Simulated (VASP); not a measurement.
# Si in VASP: further runs

The runs below take Si through work function, with PBEsol.

All numbers are computed with VASP 6.6.1; they aren't measurements. Logs are shortened: lines on timing, memory, paths and dates and some standing lists are left out, and cuts for length are marked.

## 1. The structure

The cell holds a slab with vacuum, 24 atoms: a = 7.675 Å, b = 3.838 Å, c = 31.125 Å, α = 90.00°, β = 90.00°, γ = 90.00°.

The slab is cut from a database's or a generator's crystal, which needn't be the stable form of the element.

## 2. Work function, PBEsol

The input, INCAR:

```
SYSTEM = Si
  PREC = Accurate
  ENCUT = 520
  EDIFF = 1E-7
  ISMEAR = 0
  SIGMA = 0.05
  LREAL = .False.
  LASPH = .True.
  NELM = 100
  ALGO = Normal
  ISIF = 2
  LWAVE = .False.
  LCHARG = .True.
  LDIPOL = .True.
  IDIPOL = 3
  DIPOL = 0.5 0.5 0.500
  GGA = PS
  LVHAR = .True.
  LVACPOTAV = .True.
  KPAR = 8
```

The input, KPOINTS:

```
regular mesh
0
Gamma
  4 6 1
  0 0 0
```

The input, POSCAR:

```
Si
1.0
    7.6751067090      0.0000000000      0.0000000000
    0.0000000000      3.8375533540      0.0000000000
    0.0000000000      0.0000000000     31.1245800000
Si
24
Direct
    0.5950000000      0.5000000000      0.2763089494
    0.2500000000      0.0000000000      0.3474283026
    0.0000000000      0.0000000000      0.3038363891
    0.5000000000      0.5000000000      0.4346121297
    0.2500000000      0.5000000000      0.3910202162
    0.2500000000      0.0000000000      0.5217959568
    0.5000000000      0.0000000000      0.4782040432
    0.5000000000      0.5000000000      0.6089797838
    0.2500000000      0.5000000000      0.5653878703
    0.2500000000      0.0000000000      0.6961636109
    0.0000000000      1.0000000000      0.6525716974
    0.3450000000      0.5000000000      0.7429684192
    0.9050000000      0.5000000000      0.2570315808
    0.7500000000      0.0000000000      0.3474283026
    0.5000000000      0.0000000000      0.3038363891
    1.0000000000      0.5000000000      0.4346121297
    0.7500000000      0.5000000000      0.3910202162
    0.7500000000      0.0000000000      0.5217959568
    1.0000000000      0.0000000000      0.4782040432
    1.0000000000      0.5000000000      0.6089797838
    0.7500000000      0.5000000000      0.5653878703
    0.7500000000      0.0000000000      0.6961636109
    0.5000000000      1.0000000000      0.6525716974
    0.6550000000      0.5000000000      0.7236910506
```

Potentials or basis: VASP PAW PBE potentials, release 64 (Si).

Run with:

```bash
cat potpaw_PBE.64/Si/POTCAR > POTCAR
mpirun -np 8 vasp_std > vasp.out
```

OUTCAR:

```text
SYSTEM = Si
   PREC = Accurate
   ENCUT = 520
   EDIFF = 1E-7
   ISMEAR = 0
   LREAL = .False.
   LASPH = .True.
   NELM = 100
   ISIF = 2
   GGA = PS

 ion  position               nearest neighbor table
   1  0.595  0.500  0.276-  15 2.22  15 2.22  13 2.45
   2  0.250  0.000  0.347-   3 2.35  15 2.35   5 2.35   5 2.35
   3  0.000  0.000  0.304-   2 2.35  14 2.35  13 2.52  13 2.52
   4  0.500  0.500  0.435-   7 2.35   7 2.35  17 2.35   5 2.35
   5  0.250  0.500  0.391-   4 2.35  16 2.35   2 2.35   2 2.35
   6  0.250  0.000  0.522-   9 2.35   9 2.35  19 2.35   7 2.35
   7  0.500  0.000  0.478-   4 2.35   4 2.35  18 2.35   6 2.35
   8  0.500  0.500  0.609-   9 2.35  21 2.35  23 2.35  23 2.35
   9  0.250  0.500  0.565-   6 2.35   6 2.35  20 2.35   8 2.35
  10  0.250  0.000  0.696-  11 2.35  23 2.35  12 2.52  12 2.52
  11  0.000  0.000  0.653-  10 2.35  22 2.35  20 2.35  20 2.35
  12  0.345  0.500  0.743-  24 2.45  10 2.52  10 2.52
  13  0.905  0.500  0.257-   1 2.45   3 2.52   3 2.52
  14  0.750  0.000  0.347-   3 2.35  15 2.35  17 2.35  17 2.35
  15  0.500  0.000  0.304-   1 2.22   1 2.22  14 2.35   2 2.35
  16  0.000  0.500  0.435-  19 2.35  19 2.35   5 2.35  17 2.35
  17  0.750  0.500  0.391-   4 2.35  16 2.35  14 2.35  14 2.35
  18  0.750  0.000  0.522-  21 2.35  21 2.35   7 2.35  19 2.35
  19  0.000  0.000  0.478-  16 2.35  16 2.35  18 2.35   6 2.35
  20  0.000  0.500  0.609-   9 2.35  21 2.35  11 2.35  11 2.35
  21  0.750  0.500  0.565-  18 2.35  18 2.35  20 2.35   8 2.35
  22  0.750  0.000  0.696-  24 2.22  24 2.22  11 2.35  23 2.35
  23  0.500  0.000  0.653-  10 2.35  22 2.35   8 2.35   8 2.35
  24  0.655  0.500  0.724-  22 2.22  22 2.22  12 2.45

  LATTYP: Found a simple orthorhombic cell.
 ALAT       =     3.8375533540
 B/A-ratio  =     2.0000000003
 C/A-ratio  =     8.1105269761

  Lattice vectors:

 A1 = (   0.0000000000,  -3.8375533540,   0.0000000000)
 A2 = (   7.6751067090,   0.0000000000,   0.0000000000)
 A3 = (   0.0000000000,   0.0000000000,  31.1245800000)

Analysis of symmetry for initial positions (statically):
=====================================================================
 Subroutine PRICEL returns:
 Original cell was already a primitive cell.

 Routine SETGRP: Setting up the symmetry group for a
 simple orthorhombic supercell.

 Subroutine GETGRP returns: Found  4 space group operations
 (whereof  2 operations were pure point group operations)
 out of a pool of  8 trial point group operations.

The static configuration has the point symmetry C_1h.
 The point group associated with its full space group is C_2h.

Analysis of symmetry for dynamics (positions and initial velocities):
=====================================================================
 Subroutine PRICEL returns:
 Original cell was already a primitive cell.

 Routine SETGRP: Setting up the symmetry group for a
 simple orthorhombic supercell.

 Subroutine GETGRP returns: Found  4 space group operations
 (whereof  2 operations were pure point group operations)
 out of a pool of  8 trial point group operations.

The dynamic configuration has the point symmetry C_1h.
 The point group associated with its full space group is C_2h.

 Subroutine INISYM returns: Found  4 space group operations
 (whereof  2 operations are pure point group operations),
 and found     1 'primitive' translations

----------------------------------------------------------------------------------------

                                     Primitive cell

  volume of cell :     916.7319

  direct lattice vectors                    reciprocal lattice vectors
     7.675106709  0.000000000  0.000000000     0.130291348  0.000000000  0.000000000
     0.000000000  3.837553354  0.000000000     0.000000000  0.260582696  0.000000000
     0.000000000  0.000000000 31.124580000     0.000000000  0.000000000  0.032128948

  length of vectors
     7.675106709  3.837553354 31.124580000     0.130291348  0.260582696  0.032128948

  position of ions in fractional coordinates (direct lattice)
     0.595000000  0.500000000  0.276308949
     0.250000000  0.000000000  0.347428303
     0.000000000  0.000000000  0.303836389
[... 56 lines left out ...]

 Generating k-lattice:

  Cartesian coordinates                     Fractional coordinates (reciprocal lattice)
     0.032572837  0.000000000  0.000000000     0.250000000  0.000000000  0.000000000
     0.000000000  0.043430449  0.000000000     0.000000000  0.166666667  0.000000000
     0.000000000  0.000000000  0.032128948     0.000000000  0.000000000  1.000000000

  Length of vectors
     0.032572837  0.043430449  0.032128948

  Shift w.r.t. Gamma in fractional coordinates (k-lattice)
     0.000000000  0.000000000  0.000000000

 Subroutine IBZKPT returns following result:
 ===========================================

 Found     12 irreducible k-points:

 Following reciprocal coordinates:
            Coordinates               Weight
  0.000000  0.000000  0.000000      1.000000
  0.250000  0.000000  0.000000      2.000000
  0.500000  0.000000  0.000000      1.000000
  0.000000  0.166667  0.000000      2.000000
  0.250000  0.166667  0.000000      4.000000
  0.500000  0.166667  0.000000      2.000000
  0.000000  0.333333  0.000000      2.000000
  0.250000  0.333333  0.000000      4.000000
  0.500000  0.333333  0.000000      2.000000
  0.000000  0.500000  0.000000      1.000000
  0.250000  0.500000  0.000000      2.000000
  0.500000  0.500000  0.000000      1.000000
   k-points           NKPTS =     12   k-points in BZ     NKDIM =     12   number of bands    NBANDS=     61
   number of dos      NEDOS =    301   number of ions     NIONS =     24
   total plane-waves  NPLWV = 432000
   dimension x,y,z NGX =    60 NGY =   30 NGZ =  240
   dimension x,y,z NGXF=   120 NGYF=   60 NGZF=  480
   ions per type =              24
   NGX,Y,Z   is equivalent  to a cutoff of  13.00, 13.00, 12.82 a.u.
   NGXF,Y,Z  is equivalent  to a cutoff of  25.99, 25.99, 25.64 a.u.
 SYSTEM =  Si
   PREC   = accura    normal or accurate (medium, high low for compatibility)
   ISTART =      0    job   : 0-new  1-cont  2-samecut
   ICHARG =      2    charge: 1-file 2-atom 10-const
   ISPIN  =      1    spin polarized calculation?
   LNONCOLLINEAR =      F non collinear calculations
   LSORBIT =      F    spin-orbit coupling
   LASPH  =      T    aspherical Exc in radial PAW
   ENCUT  =  520.0 eV  38.22 Ry    6.18 a.u.  14.27  7.14 57.87*2*pi/ulx,y,z
   NELM   =    100;   NELMIN=  2; NELMDL= -5     # of ELM steps
   EDIFF  = 0.1E-06   stopping-criterion for ELM
   LREAL  =      F    real-space projection
   EDIFFG = 0.1E-05   stopping-criterion for IOM
   NSW    =      0    number of steps for IOM
   IBRION =     -1    ionic relax: 0-MD 1-quasi-New 2-CG
   NFREE  =      0    steps in history (QN), initial steepest desc. (CG)
   ISIF   =      2    stress and relaxation
   ISYM   =      2    0-nonsym 1-usesym 2-fastsym
   POTIM  = 0.5000    time-step for ionic-motion
   TEBEG  =    0.0;   TEEND  =   0.0 temperature during run
   PSTRESS=    0.0 pullay stress
   NELECT =      96.0000    total number of electrons
   NUPDOWN=      -1.0000    fix difference up-down
   EMIN   =  10.00;   EMAX   =-10.00  energy-range for DOS
   EFERMI =   0.00;   METHOD = LEGACY
   ISMEAR =     0;   SIGMA  =   0.05  broadening in eV -4-tet -1-fermi 0-gaus
   EFERMI_NEDOS =   21; number of points for ismear=-14 and -15
   IALGO  =     38    algorithm
   IMIX   =      4    mixing-type and parameters
     AMIX     =   0.40;   BMIX     =  1.00
     AMIX_MAG =   1.60;   BMIX_MAG =  1.00
  volume/ion in A,a.u.               =      38.20       257.77
  Fermi-wavevector in a.u.,A,eV,Ry     =   0.771645  1.458198  8.101408  0.595437
  Thomas-Fermi vector in A             =   1.873108
   LORBIT       =      0    0 simple, 1 ext, 2 COOP (PROOUT), +10 PAW based schemes
   GGA     = PS    functional components
   LHFCALC =     F    Hartree Fock is set to
   AEXX    =    0.0000 exact exchange contribution
   IVDW    =     0    specifies the selected vdW correction
   LEPSILON=     F    determine dielectric tensor
   LRPA    =     F    only Hartree local field effects (RPA)
 non-spin polarized calculation
 Gauss-broadening in eV      SIGMA  =   0.05
  energy-cutoff  :      520.00
  volume of cell :      916.73
 maximum number of plane-waves:     24740
 NGX is ok and might be reduce to    60
   NGX = 29   NGY = 15   NGZ =115

 dipolmoment           0.000000      0.000000     -0.000000 electrons x Angstroem

 number of electron      96.0000000 magnetization

 dipolmoment           0.000000      0.000000      0.000000 electrons x Angstroem

 Free energy of the ion-electron system (eV)
  ---------------------------------------------------
  ext. energy  EPLUGINS =         0.00000000
  ---------------------------------------------------
  free energy    TOTEN  =      -131.61691555 eV

  energy without entropy =     -131.60583411  energy(sigma->0) =     -131.61137483

 E-fermi :   0.8183     XC(G=0):  -5.4966

 val. band max:        0.8155148103   @ k =   0.2500   0.0000   0.0000
 cond. band min:       0.8685890124   @ k =   0.2500   0.3333   0.0000
 fundamental gap:      0.0530742021
 Fermi energy:         0.8183162770

 k-point     1 :       0.0000    0.0000    0.0000
  band No.  band energies     occupation
      1     -11.2438      2.00000
      2     -11.0720      2.00000
      3     -10.6094      2.00000
      4      -9.9259      2.00000
      5      -9.3120      2.00000
      6      -9.1509      2.00000
[... 745 lines left out ...]
     59       3.0159      0.00000
     60       3.3154      0.00000
 [bands above 60 left out]

------------------------ aborting loop because EDIFF is reached ----------------------------------------

  FORCE on cell =-STRESS in cart. coord.  units (eV):
  Direction    XX          YY          ZZ          XY          YZ          ZX
  --------------------------------------------------------------------------------------
  -------------------------------------------------------------------------------------
  Total       -4.5855153      4.6348608     -1.5702429      0.0000000      0.0000000     -3.4603665
  in kB       -8.0141300      8.1003714     -2.7443221      0.0000000      0.0000000     -6.0477012
  external PRESSURE =      -0.8860269 kB  Pullay stress =       0.0000000 kB

 VOLUME and BASIS-vectors are now :
 -----------------------------------------------------------------------------
  energy-cutoff  :      520.00
  volume of cell :      916.73
      direct lattice vectors                 reciprocal lattice vectors
     7.675106709  0.000000000  0.000000000     0.130291348  0.000000000  0.000000000
     0.000000000  3.837553354  0.000000000     0.000000000  0.260582696  0.000000000
     0.000000000  0.000000000 31.124580000     0.000000000  0.000000000  0.032128948

 POSITION                                       TOTAL-FORCE (eV/Angst)
 -----------------------------------------------------------------------------------
      4.56669      1.91878      8.60000         1.745338      0.000000     -0.711759
      1.91878      0.00000     10.81356        -0.160249      0.000000     -0.330595
      0.00000      0.00000      9.45678        -1.087794      0.000000     -1.197478
      3.83755      1.91878     13.52712         0.080881      0.000000      0.035657
      1.91878      1.91878     12.17034         0.006790      0.000000     -0.023338
      1.91878      0.00000     16.24068        -0.054385      0.000000     -0.009179
[... 16 lines left out ...]
      3.83755      0.00000     20.31102        -0.456759      0.000000     -0.210835
      5.02719      1.91878     22.52458        -1.745338      0.000000      0.711759
 -----------------------------------------------------------------------------------
    total drift:                               -0.000000     -0.000000      0.000000

  FREE ENERGIE OF THE ION-ELECTRON SYSTEM (eV)
  ---------------------------------------------------
  free  energy   TOTEN  =      -131.6169155491 eV

  energy  without entropy=     -131.6058341123  energy(sigma->0) =     -131.61137483

 vacuum level on the upper side and lower side of the slab         5.582         5.582
```

It took 9.7 min on 8 MPI ranks of Intel Xeon Platinum 8488C (Sapphire Rapids), shared host; peak memory 1.1 GiB.

What came out:

| Quantity | Value |
| --- | --- |
| Free energy | -131.6169 eV |
| Largest force | 1.885 eV/Å |
| Band gap on the k mesh | none (metal or under the smearing width) |
| Work function of the upper face | 4.76 eV |
| Work function of the lower face | 4.76 eV |

Forces in eV/Å, atoms in the order of the input:
```
Si   1.745  0.000 -0.712
Si  -0.160  0.000 -0.331
Si  -1.088  0.000 -1.197
Si   0.081  0.000  0.036
Si   0.007  0.000 -0.023
Si  -0.054  0.000 -0.009
Si  -0.077  0.000  0.041
Si   0.127  0.000 -0.070
Si   0.067  0.000  0.024
Si   1.088  0.000  1.197
Si   0.160  0.000  0.331
Si  -0.165  0.000 -1.289
Si   0.165  0.000  1.289
Si   0.457  0.000  0.211
Si  -0.989  0.000  0.595
Si  -0.067  0.000 -0.024
Si  -0.127  0.000  0.070
Si   0.077  0.000 -0.041
Si   0.054  0.000  0.009
Si  -0.007  0.000  0.023
Si  -0.081  0.000 -0.036
Si   0.989  0.000 -0.595
Si  -0.457  0.000 -0.211
Si  -1.745  0.000  0.712
```

Caveat: the PAW data sets were made with another functional, which shifts forces and pressure a little.

## 3. Work function, PBEsol

This run uses another cell than the first one, of 24.70 Å³/atom, 0.647 times its volume.

INCAR is that of step 2.

KPOINTS is that of step 2.

The input, POSCAR:

```
Si
1.0
    7.6751067090      0.0000000000      0.0000000000
    0.0000000000      3.8375533540      0.0000000000
    0.0000000000      0.0000000000     20.1245800017
Si
24
Direct
    0.5950000000      0.5000000000      0.1540404819
    0.2500000000      0.0000000000      0.2640333363
    0.0000000000      0.0000000000      0.1966142896
    0.5000000000      0.5000000000      0.3988714299
    0.2500000000      0.5000000000      0.3314523832
    0.2500000000      0.0000000000      0.5337095234
    0.5000000000      0.0000000000      0.4662904766
    0.5000000000      0.5000000000      0.6685476168
    0.2500000000      0.5000000000      0.6011285701
    0.2500000000      0.0000000000      0.8033857104
    0.0000000000      1.0000000000      0.7359666637
    0.3450000000      0.5000000000      0.8757738050
    0.9050000000      0.5000000000      0.1242261950
    0.7500000000      0.0000000000      0.2640333363
    0.5000000000      0.0000000000      0.1966142896
    1.0000000000      0.5000000000      0.3988714299
    0.7500000000      0.5000000000      0.3314523832
    0.7500000000      0.0000000000      0.5337095234
    1.0000000000      0.0000000000      0.4662904766
    1.0000000000      0.5000000000      0.6685476168
    0.7500000000      0.5000000000      0.6011285701
    0.7500000000      0.0000000000      0.8033857104
    0.5000000000      1.0000000000      0.7359666637
    0.6550000000      0.5000000000      0.8459595181
```

Potentials or basis: VASP PAW PBE potentials, release 64 (Si).

Run with:

```bash
cat potpaw_PBE.64/Si/POTCAR > POTCAR
mpirun -np 8 vasp_std > vasp.out
```

OUTCAR:

```text
SYSTEM = Si
   PREC = Accurate
   ENCUT = 520
   EDIFF = 1E-7
   ISMEAR = 0
   LREAL = .False.
   LASPH = .True.
   NELM = 100
   ISIF = 2
   GGA = PS

 ion  position               nearest neighbor table
   1  0.595  0.500  0.154-  15 2.22  15 2.22  13 2.45
   2  0.250  0.000  0.264-   3 2.35  15 2.35   5 2.35   5 2.35
   3  0.000  0.000  0.197-   2 2.35  14 2.35  13 2.52  13 2.52
   4  0.500  0.500  0.399-   7 2.35   7 2.35  17 2.35   5 2.35
   5  0.250  0.500  0.331-   4 2.35  16 2.35   2 2.35   2 2.35
   6  0.250  0.000  0.534-   9 2.35   9 2.35  19 2.35   7 2.35
   7  0.500  0.000  0.466-   4 2.35   4 2.35  18 2.35   6 2.35
[... 1012 lines left out ...]
  Total       -4.6964353      4.5427833     -1.6200797      0.0000000      0.0000000     -3.4499113
  in kB      -12.6944314     12.2791111     -4.3790640      0.0000000      0.0000000     -9.3250859
  external PRESSURE =      -1.5981281 kB  Pullay stress =       0.0000000 kB

 VOLUME and BASIS-vectors are now :
 -----------------------------------------------------------------------------
  energy-cutoff  :      520.00
  volume of cell :      592.74
      direct lattice vectors                 reciprocal lattice vectors
     7.675106709  0.000000000  0.000000000     0.130291348  0.000000000  0.000000000
     0.000000000  3.837553354  0.000000000     0.000000000  0.260582696  0.000000000
     0.000000000  0.000000000 20.124580002     0.000000000  0.000000000  0.049690478

 POSITION                                       TOTAL-FORCE (eV/Angst)
 -----------------------------------------------------------------------------------
      4.56669      1.91878      3.10000         1.738855      0.000000     -0.727585
      1.91878      0.00000      5.31356        -0.158920      0.000000     -0.335781
      0.00000      0.00000      3.95678        -1.094743      0.000000     -1.194444
      3.83755      1.91878      8.02712         0.085945      0.000000      0.035784
      1.91878      1.91878      6.67034         0.001562      0.000000     -0.017362
      1.91878      0.00000     10.74068        -0.056350      0.000000     -0.011163
[... 16 lines left out ...]
      3.83755      0.00000     14.81102        -0.458278      0.000000     -0.213128
      5.02719      1.91878     17.02458        -1.738855      0.000000      0.727585
 -----------------------------------------------------------------------------------
    total drift:                                0.000000      0.000000     -0.000000

  FREE ENERGIE OF THE ION-ELECTRON SYSTEM (eV)
  ---------------------------------------------------
  free  energy   TOTEN  =      -131.6479098247 eV

  energy  without entropy=     -131.6389997804  energy(sigma->0) =     -131.64345480
```

OSZICAR:

```text
N       E                     dE             d eps       ncg     rms          rms(c)
DAV:   1     0.307734006831E+03    0.30773E+03   -0.35699E+04  1472   0.127E+03
DAV:   2    -0.102352848666E+03   -0.41009E+03   -0.39280E+03  1772   0.193E+02
DAV:   3    -0.133812400265E+03   -0.31460E+02   -0.30597E+02  1880   0.480E+01
[... 12 lines left out ...]
DAV:  16    -0.131647906239E+03   -0.12281E-04   -0.10413E-05  1696   0.106E-02    0.295E-03
DAV:  17    -0.131647909365E+03   -0.31261E-05   -0.34257E-06  1648   0.612E-03    0.128E-03
DAV:  18    -0.131647909594E+03   -0.22886E-06   -0.40507E-07  1496   0.194E-03    0.641E-04
DAV:  19    -0.131647909766E+03   -0.17171E-06   -0.14536E-07  1192   0.141E-03    0.303E-04
DAV:  20    -0.131647909825E+03   -0.58790E-07   -0.25019E-08  1000   0.640E-04
   1 F= -.13164791E+03 E0= -.13164345E+03  d E =-.891004E-02
```

Wall time 4 min (8 MPI ranks of Intel Xeon Platinum 8488C (Sapphire Rapids), shared host); peak memory 0.71 GiB.

Results:

```yaml
Free_energy: -131.6479 eV
Largest_force: 1.885 eV/Å
Band_gap_on_the_k_mesh: none (metal or under the smearing width)
```

Forces on the atoms (eV/Å):
```
Si   1.739  0.000 -0.728
Si  -0.159  0.000 -0.336
Si  -1.095  0.000 -1.194
Si   0.086  0.000  0.036
Si   0.002  0.000 -0.017
Si  -0.056  0.000 -0.011
Si  -0.078  0.000  0.043
Si   0.125  0.000 -0.082
Si   0.069  0.000  0.025
Si   1.095  0.000  1.194
Si   0.159  0.000  0.336
Si  -0.169  0.000 -1.259
Si   0.169  0.000  1.259
Si   0.458  0.000  0.213
Si  -0.983  0.000  0.592
Si  -0.069  0.000 -0.025
Si  -0.125  0.000  0.082
Si   0.078  0.000 -0.043
Si   0.056  0.000  0.011
Si  -0.002  0.000  0.017
Si  -0.086  0.000 -0.036
Si   0.983  0.000 -0.592
Si  -0.458  0.000 -0.213
Si  -1.739  0.000  0.728
```

Caveat: the PAW data sets were made with another functional, which shifts forces and pressure a little.
